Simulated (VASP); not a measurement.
An input for Quantum ESPRESSO's pw.x (written as the equivalent of a VASP run, and not itself run):

```
&CONTROL
  calculation = 'scf'
  pseudo_dir = './pseudo'
  outdir = './out'
  tprnfor = .true.
  tstress = .true.
/
&SYSTEM
  ibrav = 0
  nat = 1
  ntyp = 1
  ecutwfc = 68
  occupations = 'tetrahedra'
  input_dft = 'vdw-df-obk8'
/
&ELECTRONS
  conv_thr = 7.3e-09
  electron_maxstep = 100
/
ATOMIC_SPECIES
  Ir 192.217 Ir.upf
CELL_PARAMETERS angstrom
     0.0000000    1.9425780    1.9425780
     1.9425780    0.0000000    1.9425780
     1.9425780    1.9425780    0.0000000
ATOMIC_POSITIONS crystal
  Ir   0.0000000  0.0000000  0.0000000
K_POINTS automatic
  18 18 18 0 0 0
```

### Question
Write the VASP files for the same calculation (optB88-vdW).

### Answer
One answer among several that fit: 
POSCAR:
```
Ir
1
    0.0000000000     1.9425779555     1.9425779555
    1.9425779555     0.0000000000     1.9425779555
    1.9425779555     1.9425779555     0.0000000000
Ir
1
Direct
  0.0000000000   0.0000000000   0.0000000000
```

### INCAR
```
NEDOS  =  601   ! DOS grid
ALGO  =  Normal   ! blocked Davidson
LWAVE  =  .FALSE.
AGGAC  =  0.0
LORBIT  =  11
LASPH  =  .TRUE.   ! aspherical one-centre terms
PARAM1  =  0.1833333333
PREC  =  Accurate
LUSE_VDW  =  .TRUE.
PARAM2  =  0.22
EDIFF  =  1E-7
ISMEAR  =  -5   ! tetrahedra, Bloechl
ENCUT  =  520
ISIF  =  2
NELM  =  100   ! most electronic steps
LCHARG  =  .TRUE.
SYSTEM  =  Ir
LREAL  =  .FALSE.   ! projection in real space or not
GGA  =  BO
LMAXMIX  =  6   ! l cut-off of mixed one-centre charges
```

File KPOINTS:
```
K-points
0
Gamma
18 18 18
0 0 0
```

POTCAR, in this order: Ir (PBE.64 set). Program: vasp_std.

What does not carry over: the potentials are each code's own (VASP's PAW set, PseudoDojo norm-conserving files in pw.x), so ENCUT and ecutwfc are chosen apart and not converted; conv_thr bounds pw.x's estimated SCF error, while EDIFF bounds the energy change between steps.

The compound is Ir in the fcc structure. It was relaxed first.
